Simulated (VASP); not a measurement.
**SiNi3: input slips in a relaxation and what they do**

Aim: see how common mistakes in a VASP relaxation show up, on SiNi3. The starting structure is a cell with measured lattice constants from the literature and the atomic positions of a computed structure of the Materials Project. The first relaxation on each setting starts from this cell expanded by 3 % in volume.

Main program and level: VASP 6.6.1; Kohn-Sham DFT with plane waves and PAW; PBEsol.

## (1) Set-up

Symmetry: Pm-3m, No. 221, cubic system. Conventional cell: a = 3.510 Å, b = 3.510 Å, c = 3.510 Å, α = 90.00°, β = 90.00°, γ = 90.00°. Nearest to Ni lie 8 Ni at 2.48 Å and 4 Si at 2.48 Å. Si has 12 Ni at 2.48 Å nearest. Farther neighbours are not listed.

Coordinates:

```xyz
4
Lattice="3.5098 0.0000 0.0000 0.0000 3.5098 0.0000 0.0000 0.0000 3.5098" Properties=species:S:1:pos:R:3 pbc="T T T"
Ni    1.7549    0.0000    1.7549
Ni    1.7549    1.7549    0.0000
Ni    0.0000    1.7549    1.7549
Si    0.0000    0.0000    0.0000
```

## (2) Reference relaxation

This run starts from the cell of an earlier relaxation, which isn't shown; the restart sets up the plane waves anew.

INCAR

```
SYSTEM = SiNi3
PREC = Accurate
ENCUT = 450
EDIFF = 1E-06
NELM = 100
ISMEAR = 1
SIGMA = 0.15
LREAL = .FALSE.
ALGO = Normal
GGA = PS
NBANDS = 27
ISPIN = 2
MAGMOM = 1 1 1 0
LASPH = .TRUE.
LMAXMIX = 4
LORBIT = 11
LWAVE = .FALSE.
LCHARG = .FALSE.
KPAR = 8
IBRION = 2
NSW = 50
ISIF = 3
EDIFFG = -0.006
```

POSCAR

```
SiNi3
1.0
    3.4608473173      0.0000000000      0.0000000000
    0.0000000000      3.4608473173      0.0000000000
    0.0000000000      0.0000000000      3.4608473173
Ni Si
3 1
Direct
    0.5000000000      0.0000000000      0.5000000000
    0.5000000000      0.5000000000      0.0000000000
    0.0000000000      0.5000000000      0.5000000000
    0.0000000000      0.0000000000      0.0000000000
```

KPOINTS

```
Automatic mesh
0
Gamma
10 10 10
0 0 0
```

The projector-augmented-wave data sets are Ni and Si (PBE family, release 64).

On the command line:

```
mpirun -np 8 vasp_std
```

Log:

```text
[banner, memory and clock lines left out]
running    8 mpi-ranks, on    1 nodes
 distrk:  each k-point on    1 cores,    8 groups
 distr:  one band on    1 cores,    1 groups

 POSCAR found type information on POSCAR NiSi
 POSCAR found :  2 types and       4 ions
|                                                                             |
|           W    W    AA    RRRRR   N    N  II  N    N   GGGG   !!!           |
|           W    W   A  A   R    R  NN   N  II  NN   N  G    G  !!!           |
|           W    W  A    A  R    R  N N  N  II  N N  N  G       !!!           |
|           W WW W  AAAAAA  RRRRR   N  N N  II  N  N N  G  GGG   !            |
|           WW  WW  A    A  R   R   N   NN  II  N   NN  G    G                |
|           W    W  A    A  R    R  N    N  II  N    N   GGGG   !!!           |
|                                                                             |
|     For optimal performance we recommend to set                             |
|       NCORE = 2 up to number-of-cores-per-socket                            |
|     NCORE specifies how many cores store one orbital (NPAR=cpu/NCORE).      |
|     This setting can greatly improve the performance of VASP for DFT.       |
|     The default, NCORE=1 might be grossly inefficient on modern             |
|     multi-core architectures or massively parallel machines. Do your        |
|     Unfortunately you need to use the default for GW and RPA                |
|     calculations (for HF NCORE is supported but not extensively tested      |
|     yet).                                                                   |
|                                                                             |

|                                                                             |
|               ----> ADVICE to this user running VASP <----                  |
|                                                                             |
|     You enforced a specific xc type in the INCAR file but a different       |
|     [... a line on the potential file left out ...]
|     I HOPE YOU KNOW WHAT YOU ARE DOING!                                     |
|                                                                             |

 LDA part: xc-table for (Slater+PW92), standard interpolation
 POSCAR, INCAR and KPOINTS ok, starting setup
 FFT: planning ... GRIDC
 FFT: planning ... GRID_SOFT
 FFT: planning ... GRID
 WAVECAR not read
 entering main loop
       N       E                     dE             d eps       ncg     rms          rms(c)
DAV:   1     0.191851988769E+03    0.19185E+03   -0.13466E+04  6176   0.150E+03
DAV:   2    -0.184999431404E+02   -0.21035E+03   -0.19609E+03  6060   0.300E+02
DAV:   3    -0.301216599108E+02   -0.11622E+02   -0.11073E+02  6658   0.891E+01
DAV:   4    -0.303259229552E+02   -0.20426E+00   -0.20383E+00  6882   0.113E+01
DAV:   5    -0.303317909161E+02   -0.58680E-02   -0.58674E-02  7146   0.174E+00    0.224E+01
DAV:   6    -0.301407101195E+02    0.19108E+00   -0.31762E+01  7112   0.103E+02    0.182E+01
DAV:   7    -0.263861069036E+02    0.37546E+01   -0.11370E+01  7228   0.571E+01    0.422E+00
DAV:   8    -0.263093589856E+02    0.76748E-01   -0.31445E-01  7425   0.470E+00    0.153E+00
DAV:   9    -0.262951270082E+02    0.14232E-01   -0.17441E-02  8650   0.158E+00    0.647E-01
DAV:  10    -0.262935529411E+02    0.15741E-02   -0.13186E-03  7195   0.360E-01    0.338E-01
DAV:  11    -0.262927379917E+02    0.81495E-03   -0.36877E-04  8029   0.319E-01    0.960E-02
DAV:  12    -0.262927935481E+02   -0.55556E-04   -0.13756E-04  8055   0.129E-01    0.429E-02
DAV:  13    -0.262927938381E+02   -0.28996E-06   -0.11894E-05  7375   0.422E-02    0.176E-02
DAV:  14    -0.262927909485E+02    0.28896E-05   -0.18572E-06  6219   0.146E-02    0.785E-03
DAV:  15    -0.262927906013E+02    0.34713E-06   -0.79095E-07  3435   0.109E-02
   1 F= -.26292791E+02 E0= -.26293260E+02  d E =-.262928E+02  mag=     0.0004
 curvature:   0.00 expect dE= 0.000E+00 dE for cont linesearch  0.000E+00
 trial: gam= 0.00000 g(F)=  0.000E+00 g(S)=  0.367E-06 ort = 0.000E+00 (trialstep = 0.100E+01)
 search vector abs. value=  0.367E-06
 reached required accuracy - stopping structural energy minimisation
```

Elapsed: 6.2 s, on 8 MPI ranks of Intel Xeon 6975P-C (Granite Rapids), shared host; peak memory 1.5 GiB.

Lines that name or quote the potential files are left out of all logs, and their timing lines are given in words.

Parts of OUTCAR (step 2):

```text
ion  position               nearest neighbor table
   1  0.500  0.000  0.500-   2 2.45   3 2.45   4 2.45   2 2.45   4 2.45   2 2.45   3 2.45   2 2.45
                             3 2.45   4 2.45   4 2.45   3 2.45
   2  0.500  0.500  0.000-   1 2.45   3 2.45   4 2.45   1 2.45   3 2.45   1 2.45   4 2.45   1 2.45
                             3 2.45   4 2.45   3 2.45   4 2.45
   3  0.000  0.500  0.500-   1 2.45   2 2.45   4 2.45   2 2.45   4 2.45   1 2.45   4 2.45   4 2.45
                             1 2.45   2 2.45   2 2.45   1 2.45
   4  0.000  0.000  0.000-   1 2.45   2 2.45   3 2.45   1 2.45   3 2.45   2 2.45   3 2.45   3 2.45
                             1 2.45   2 2.45   1 2.45   2 2.45

  LATTYP: Found a simple cubic cell.
 ALAT       =     3.4608473173

 Subroutine GETGRP returns: Found 48 space group operations
 (whereof 48 operations were pure point group operations)

The static configuration has the point symmetry O_h .

 Found     56 irreducible k-points:

   k-points           NKPTS =     56   k-points in BZ     NKDIM =     56   number of bands    NBANDS=     27

   dimension x,y,z NGX =    24 NGY =   24 NGZ =   24
   dimension x,y,z NGXF=    48 NGYF=   48 NGZF=   48

   ENCUT  =  450.0 eV  33.07 Ry    5.75 a.u.   5.99  5.99  5.99*2*pi/ulx,y,z

   NELECT =      34.0000    total number of electrons

 k-points in reciprocal lattice and weights: Automatic mesh
   0.00000000  0.00000000  0.00000000       0.001
   0.10000000  0.00000000  0.00000000       0.006
   0.20000000  0.00000000  0.00000000       0.006
   0.30000000  0.00000000  0.00000000       0.006
   0.40000000  0.00000000  0.00000000       0.006
   0.50000000  0.00000000  0.00000000       0.003
   0.10000000  0.10000000  0.00000000       0.012
   0.20000000  0.10000000  0.00000000       0.024
   0.30000000  0.10000000  0.00000000       0.024
[...]
0.50000000  0.50000000  0.40000000       0.006
   0.50000000  0.50000000  0.50000000       0.001

 average (electrostatic) potential at core
       1 -80.0272       2 -80.0272       3 -80.0272       4 -78.2699

 E-fermi :  11.0810

 spin component 1
 k-point     1 :       0.0000    0.0000    0.0000
  band No.  band energies     occupation
    ...
     12      10.1687      1.00000
     13      10.1687      1.00000
     14      10.4576      1.00000
     15      10.4576      1.00000
     16      10.7966      1.01103
     17      11.1328      0.22588
     18      11.1328      0.22588
     19      11.1328      0.22588
     20      16.3087      0.00000
     21      17.6092      0.00000
    ...

 k-point     2 :       0.1000    0.0000    0.0000
  band No.  band energies     occupation
    ...
     12      10.2648      1.00000
     13      10.2648      1.00000
     14      10.4598      1.00000
     15      10.4677      1.00000
     16      10.7450      1.00341
     17      11.1330      0.22530
     18      11.3722     -0.00960
     19      11.3723     -0.00960
     20      16.5487      0.00000
     21      17.5773      0.00000
    ...

 k-point     3 :       0.2000    0.0000    0.0000
  band No.  band energies     occupation
    ...
     12      10.2014      1.00000
     13      10.2014      1.00000
     14      10.3343      1.00000
     15      10.4528      1.00000
     16      10.6039      1.00003
     17      11.1333      0.22361
     18      12.0749     -0.00000
     19      12.0749     -0.00000
     20      16.7105      0.00000
     21      17.4861      0.00000
    ...

 k-point     4 :       0.3000    0.0000    0.0000
  band No.  band energies     occupation
    ...
     12       9.9997      1.00000
     13       9.9997      1.00000
     14      10.0986      1.00000
     15      10.2982      1.00000
     16      10.5225      1.00000
     17      11.1338      0.22144
     18      13.0433     -0.00000
     19      13.0433     -0.00000
     20      16.6899      0.00000
     21      17.3557      0.00000
    ...

 k-point     5 :       0.4000    0.0000    0.0000
  band No.  band energies     occupation
    ...
     12       9.7953      1.00000
     13       9.7953      1.00000
     14       9.8541      1.00000
     15      10.0298      1.00000
     16      10.5241      1.00000
     17      11.1341      0.21996
     18      14.1277      0.00000
     19      14.1277      0.00000
     20      16.6200      0.00000
     21      17.2340      0.00000
    ...

 k-point     6 :       0.5000    0.0000    0.0000
  band No.  band energies     occupation
    ...
     12       9.7054      1.00000
     13       9.7054      1.00000
     14       9.7411      1.00000
     15       9.8909      1.00000
     16      10.5273      1.00000
     17      11.1343      0.21937
     18      14.8749      0.00000
     19      14.8749      0.00000
     20      16.4375      0.00000
     21      16.4375      0.00000
    ...

  Total        0.0031829      0.0031829      0.0031829     -0.0000000     -0.0000000      0.0000000
  in kB        0.1230224      0.1230224      0.1230224     -0.0000000     -0.0000000      0.0000000
  external PRESSURE =       0.1230224 kB  Pullay stress =       0.0000000 kB

  energy-cutoff  :      450.00
  volume of cell :       41.45
      direct lattice vectors                 reciprocal lattice vectors
     3.460847317  0.000000000  0.000000000     0.288946581  0.000000000  0.000000000
     0.000000000  3.460847317  0.000000000     0.000000000  0.288946581  0.000000000
     0.000000000  0.000000000  3.460847317     0.000000000  0.000000000  0.288946581

 POSITION                                       TOTAL-FORCE (eV/Angst)
 -----------------------------------------------------------------------------------
      1.73042      0.00000      1.73042         0.000000      0.000000      0.000000
      1.73042      1.73042      0.00000         0.000000      0.000000      0.000000
      0.00000      1.73042      1.73042         0.000000      0.000000      0.000000
      0.00000      0.00000      0.00000         0.000000      0.000000      0.000000
 -----------------------------------------------------------------------------------
    total drift:                                0.000000     -0.000000     -0.000000

  FREE ENERGIE OF THE ION-ELECTRON SYSTEM (eV)
  ---------------------------------------------------
  free  energy   TOTEN  =       -26.2927906013 eV

  energy  without entropy=      -26.2942001015  energy(sigma->0) =      -26.29326043

 reached required accuracy - stopping structural energy minimisation

 total charge
# of ion       s       p       d       tot
------------------------------------------
    1        0.507   0.617   8.434   9.559
    2        0.507   0.617   8.434   9.559
    3        0.507   0.617   8.434   9.559
    4        0.729   0.840   0.000   1.569
--------------------------------------------------
tot          2.250   2.692  25.303  30.245

 magnetization (x)
# of ion       s       p       d       tot
------------------------------------------
    1       -0.000  -0.000   0.000   0.000
    2       -0.000  -0.000   0.000   0.000
    3       -0.000  -0.000   0.000   0.000
    4       -0.000  -0.000   0.000  -0.000
--------------------------------------------------
tot         -0.000  -0.000   0.001   0.001

[... 6 further parts left out ...]
```

CONTCAR:

```
SiNi3
   1.00000000000000
     3.4608473172999998    0.0000000000000000    0.0000000000000000
     0.0000000000000000    3.4608473172999998    0.0000000000000000
     0.0000000000000000    0.0000000000000000    3.4608473172999998
  Ni              Si
     3     1
Direct
     0.5000000000000000    0.0000000000000000    0.5000000000000000
     0.5000000000000000    0.5000000000000000    0.0000000000000000
     0.0000000000000000    0.5000000000000000    0.5000000000000000
     0.0000000000000000    0.0000000000000000    0.0000000000000000
```

The moments of the start collapse, so the state is non-magnetic; other starts or orders were not tried. The PAW data sets were made with PBE, which is usual practice but a small mismatch for other functionals. The run keeps the 48 symmetry operations of its start, so it cannot find a distortion of lower symmetry.

The reference relaxation ends at 10.363 Å³ an atom.

## (3) Relaxation with a loose electronic threshold

A slip made on purpose: a loose electronic threshold. Against step 2 the input has EDIFF = 0.01 (also changed: NELM and NSW).

Edit INCAR of step 2 so:

```diff
@@ -3,4 +3,4 @@
 ENCUT = 450
-EDIFF = 1E-06
-NELM = 100
+EDIFF = 0.01
+NELM = 60
 ISMEAR = 1
@@ -20,3 +20,3 @@
 IBRION = 2
-NSW = 50
+NSW = 30
 ISIF = 3
```

POSCAR

```
SiNi3
1.0
    3.5445527552      0.0000000000      0.0000000000
    0.0000000000      3.5445527552      0.0000000000
    0.0000000000      0.0000000000      3.5445527552
Ni Si
3 1
Direct
    0.5000000000      0.0000000000      0.5000000000
    0.5000000000      0.5000000000      0.0000000000
    0.0000000000      0.5000000000      0.5000000000
    0.0000000000      0.0000000000      0.0000000000
```

KPOINTS is that of step 2.

On the command line:

```
mpirun -np 8 vasp_std
```

Log:

```text
[banner, memory and clock lines left out]
running    8 mpi-ranks, on    1 nodes
[...]
[... a notice as in an earlier step ...]

 [... a notice as in an earlier step ...]

 LDA part: xc-table for (Slater+PW92), standard interpolation
 POSCAR, INCAR and KPOINTS ok, starting setup
[...]
entering main loop
       N       E                     dE             d eps       ncg     rms          rms(c)
DAV:   1     0.187086355710E+03    0.18709E+03   -0.13336E+04  6136   0.147E+03
DAV:   2    -0.189612051278E+02   -0.20605E+03   -0.19273E+03  6051   0.294E+02
DAV:   3    -0.299239844977E+02   -0.10963E+02   -0.10441E+02  6642   0.866E+01
DAV:   4    -0.301168085050E+02   -0.19282E+00   -0.19237E+00  6760   0.108E+01
[...]
DAV:   8    -0.261624091263E+02    0.43424E-01   -0.35168E-01  6904   0.442E+00    0.144E+00
DAV:   9    -0.261488865943E+02    0.13523E-01   -0.19782E-02  8428   0.161E+00    0.627E-01
DAV:  10    -0.261470511463E+02    0.18354E-02   -0.13057E-03  5372   0.345E-01
[...]
3 F= -.26291994E+02 E0= -.26292482E+02  d E =-.144943E+00  mag=    -0.0000
   4 F= -.26294464E+02 E0= -.26294942E+02  d E =-.147413E+00  mag=     0.0000
   5 F= -.26276061E+02 E0= -.26276490E+02  d E =-.129010E+00  mag=     0.0000
   6 F= -.26295235E+02 E0= -.26295689E+02  d E =-.148183E+00  mag=     0.0000
   7 F= -.26299588E+02 E0= -.26300086E+02  d E =-.152537E+00  mag=    -0.0000
   8 F= -.26295341E+02 E0= -.26295800E+02  d E =-.148290E+00  mag=    -0.0000
   9 F= -.25979474E+02 E0= -.25980153E+02  d E =0.315866E+00  mag=    -0.0000
  10 F= -.26245108E+02 E0= -.26245659E+02  d E =0.502324E-01  mag=    -0.0000
  11 F= -.26280963E+02 E0= -.26281481E+02  d E =0.143775E-01  mag=    -0.0000
  12 F= -.26291303E+02 E0= -.26291797E+02  d E =0.403784E-02  mag=     0.0000
  13 F= -.26293858E+02 E0= -.26294340E+02  d E =0.148314E-02  mag=    -0.0000
  14 F= -.26298655E+02 E0= -.26299114E+02  d E =-.331465E-02  mag=     0.0000
  15 F= -.26297072E+02 E0= -.26297574E+02  d E =-.173098E-02  mag=     0.0000
  16 F= -.26295003E+02 E0= -.26295471E+02  d E =0.338216E-03  mag=    -0.0000
  17 F= -.26294197E+02 E0= -.26294678E+02  d E =0.114389E-02  mag=    -0.0000
  18 F= -.26294173E+02 E0= -.26294650E+02  d E =0.116774E-02  mag=    -0.0000
[...]
reached required accuracy - stopping structural energy minimisation
```

Run time: 57 s. Hardware: 8 MPI ranks; peak memory 2.1 GiB.

Parts of OUTCAR (step 3):

```text
  Total        0.0194153      0.0194153      0.0194153     -0.0000000     -0.0000000      0.0000000
  in kB        0.7473150      0.7473150      0.7473150     -0.0000000     -0.0000000      0.0000000
  external PRESSURE =       0.7473150 kB  Pullay stress =       0.0000000 kB

 POSITION                                       TOTAL-FORCE (eV/Angst)
 -----------------------------------------------------------------------------------
      1.73282      0.00000      1.73282         0.000000      0.000000      0.000000
      1.73282      1.73282     -0.00000        -0.000000     -0.000000      0.000000
      0.00000      1.73282      1.73282        -0.000000      0.000000      0.000000
      0.00000      0.00000     -0.00000         0.000000     -0.000000      0.000000
 -----------------------------------------------------------------------------------
    total drift:                                0.000000      0.000000      0.000000

  FREE ENERGIE OF THE ION-ELECTRON SYSTEM (eV)
  ---------------------------------------------------
  free  energy   TOTEN  =       -26.2941730928 eV

  energy  without entropy=      -26.2956047845  energy(sigma->0) =      -26.29465032

 magnetization (x)
# of ion       s       p       d       tot
------------------------------------------
    1        0.000   0.000  -0.000  -0.000
    2        0.000   0.000  -0.000  -0.000
    3        0.000   0.000  -0.000  -0.000
    4       -0.000  -0.000   0.000  -0.000
--------------------------------------------------
tot          0.000  -0.000  -0.000  -0.000

[... 2 parts as in an earlier step ...]

[... 2 further parts left out ...]
[key lines of the parts left out:]
E-fermi :  11.0142
```

Logs of long relaxations may skip ionic steps without a mark.

With a loose electronic threshold the cell ends at 10.406 Å³ an atom, +0.42 % from the reference.

(Continued in part 2 of 2.)

[Lines on the potential files, build, host, timing and source positions are cut from VASP's logs without a mark.]

[Logs are printed without paths, hosts, clocks, repeated set-up lines and the standing remarks that a program may print on its own settings, such as how far it seeks lower states.]

[Hosts, paths, dates, database ids (printed as entryN), source tags and the programs' standing remarks are cut or masked in the printed files.]
